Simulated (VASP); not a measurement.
Consider the following.

```xyz
62
Lattice="8.4870 0.0000 0.0000 0.0000 8.4870 0.0000 0.0000 0.0000 8.4870" Properties=species:S:1:pos:R:3 pbc="T T T"
Mg     4.2433     8.4864     8.4560
Mg     6.3505     2.1348     0.0008
Mg     6.3808     0.0006     2.1304
Mg     8.4869     8.4865     8.4733
Mg     2.1351     2.1346     0.0013
Mg     4.2441     4.2424     8.3353
Mg     6.3521     6.3514     8.4859
Mg     2.1044     8.4867     2.1315
Mg     4.2411     1.9599     2.1684
Mg     6.5273     4.2440     2.1678
Mg     4.2406     8.4861     4.2810
Mg     6.3072     2.1767     4.2392
Mg     6.3591     8.4857     6.3552
Mg     0.0023     4.2427     8.4603
Mg     2.1371     6.3506     0.0008
Mg     8.4862     2.1059     2.1324
Mg     1.9602     4.2433     2.1728
Mg     4.2441     6.5277     2.1658
Mg     8.4833     8.4863     4.2582
Mg     2.1705     2.1744     4.2417
Mg     6.3097     6.3105     4.2381
Mg     2.1242     8.4850     6.3566
Mg     4.2413     2.1762     6.2727
Mg     6.3112     4.2424     6.2778
Mg     0.0001     6.3819     2.1312
Mg     8.4843     4.2437     4.2849
Mg     2.1735     6.3111     4.2398
Mg     8.4841     2.1238     6.3582
Mg     2.1749     4.2423     6.2772
Mg     4.2430     6.3064     6.2704
Mg     8.4862     6.3609     6.3575
O      6.3154     2.1707     2.1265
O      0.0003     4.2437     2.0895
O      8.4831     2.1083     4.2344
O      2.1674     2.1696     2.1280
O      6.3179     6.3178     2.1251
O      8.4861     0.0004     2.1128
O      4.2398     2.0097     4.2029
O      6.4739     4.2440     4.2045
O      8.4848     6.3778     4.2335
O      6.3503     2.1332     6.3662
O      8.4853     4.2424     6.3939
O      8.4864     2.1270     0.0138
O      2.1696     6.3165     2.1271
O      4.2424     0.0003     2.0864
O      2.0069     4.2427     4.2074
O      4.2420     6.4758     4.2006
O      6.3757     8.4869     4.2319
O      2.1320     2.1329     6.3673
O      4.2426     4.2417     6.4077
O      6.3516     6.3516     6.3652
O      8.4850     8.4855     6.3736
O      4.2424     2.1755     0.0784
O      6.3117     4.2428     0.0777
O      0.0012     6.3590     0.0125
O      2.1052     8.4860     4.2332
O      2.1343     6.3510     6.3662
O      4.2418     8.4853     6.3894
O      2.1770     4.2425     0.0804
O      4.2444     6.3094     0.0775
O      6.3588     8.4868     0.0113
O      2.1278     8.4860     0.0124
```
Cell charge +1.

Method: HSE06 screened hybrid, VASP's PBE PAW potentials (set 64) (plane waves; VASP). Numerical set-up: PREC = Normal, LREAL = Auto, ISYM = 0, NELECT = 247.0, EDIFF = 1E-5, 400 eV cut-off, 1×1×1 Γ-centred mesh, Gaussian smearing of 0.050 eV, potentials Mg O. Starting moments (MAGMOM): 62*0.0161. The cell's moment is fixed (NUPDOWN = 1).

The cell is charged, with a uniform compensating background. The supercell is sampled at Γ alone, which is coarse: total energies, pressure and levels can be off, energies of defects by several tenths of an eV.

Problem. What does the run give for the cell moment, energy per atom (σ→0)?

Solution. 
```json
{
  "cell_moment": "1.00 μB",
  "energy per atom (σ→0)": "-7.092 eV/atom"
}
```

Problem. Give the moment on each site (PAW-sphere projection).

Solution. 
```tsv
site	moment (μB)
Mg1	0.00
Mg2	0.00
Mg3	0.00
Mg4	0.00
Mg5	0.00
Mg6	0.00
Mg7	0.00
Mg8	0.00
Mg9	0.00
Mg10	0.00
Mg11	0.00
Mg12	0.00
Mg13	0.00
Mg14	0.00
Mg15	0.00
Mg16	0.00
Mg17	0.00
Mg18	0.00
Mg19	0.00
Mg20	0.00
Mg21	0.00
Mg22	0.00
Mg23	0.00
Mg24	0.00
Mg25	0.00
Mg26	0.00
Mg27	0.00
Mg28	0.00
Mg29	0.00
Mg30	0.00
Mg31	0.00
O32	0.01
O33	0.02
O34	0.07
O35	0.01
O36	0.01
O37	0.01
O38	0.07
O39	0.10
O40	0.07
O41	0.03
O42	0.03
O43	0.01
O44	0.01
O45	0.01
O46	0.10
O47	0.07
O48	0.06
O49	0.03
O50	0.04
O51	0.03
O52	0.02
O53	0.01
O54	0.01
O55	0.01
O56	0.06
O57	0.03
O58	0.03
O59	0.01
O60	0.01
O61	0.01
O62	0.01
```

Only differences to runs with the same potentials and settings are physical.

The cell is a supercell with a defect, built from MgO (rock salt): vac_Mg-vac_O, charge +1. The cell's shape comes from a PBE relaxation.
